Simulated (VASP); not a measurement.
Consider the following.

```
CELL_PARAMETERS angstrom
      3.99142     0.00000     0.00000
     -1.99571     3.45667     0.00000
      0.00000     0.00000     6.48477
ATOMIC_POSITIONS crystal
  Mn 0.33333 0.66667 0.99924
  Mn 0.66667 0.33333 0.49924
  S  0.33333 0.66667 0.37576
  S  0.66667 0.33333 0.87576
```
Starting moments (μB, in the order of the record's atoms Mn Mn S S): 4.5 4.5 0.1 0.1.

The numbers are results of r2SCAN meta-GGA, VASP's PBE PAW potentials (set 64) (plane waves; VASP), not measurements. Numerical set-up: 400 eV cut-off, 7×7×4 Γ-centred mesh, tetrahedra with Blöchl corrections, potentials Mn_pv S.

The path is coarsely sampled, so an indirect gap can come out somewhat too large. The moments were started parallel, and other spin orders were not tried in this run.

Q: Tabulate the total density of states (states/eV per cell) against energy (eV; zero at the valence-band maximum or, without a gap, the Fermi level).

A: 
(E (eV), DOS (states/eV)): (-9.89, 0.00); (-9.53, 0.00); (-9.17, 0.00); (-8.81, 0.00); (-8.45, 0.00); (-8.09, 0.00); (-7.73, 0.00); (-7.37, 0.00); (-7.01, 0.00); (-6.65, 0.00); (-6.29, 0.00); (-5.93, 0.46); (-5.57, 3.84); (-5.21, 1.46); (-4.85, 10.1); (-4.49, 1.78); (-4.13, 1.16); (-3.77, 8.28); (-3.41, 9.02); (-3.05, 5.69); (-2.57, 1.75); (-2.21, 2.65); (-1.85, 1.68); (-1.49, 3.09); (-1.13, 2.22); (-0.77, 1.15); (-0.41, 0.53); (-0.05, 0.05); (0.31, 0.00); (0.67, 0.00); (1.03, 2.05); (1.39, 3.86); (1.75, 5.07); (2.11, 4.81); (2.47, 3.48); (2.83, 4.11); (3.19, 4.17); (3.55, 2.24); (3.91, 1.87); (4.27, 1.49)
Within 2 eV below the valence-band maximum the largest weight inside VASP's projection spheres is Mn d, then S p.

The structure was generated: MnS was put into the wurtzite type (P6_3mc), which need not be its known phase. It was relaxed first.
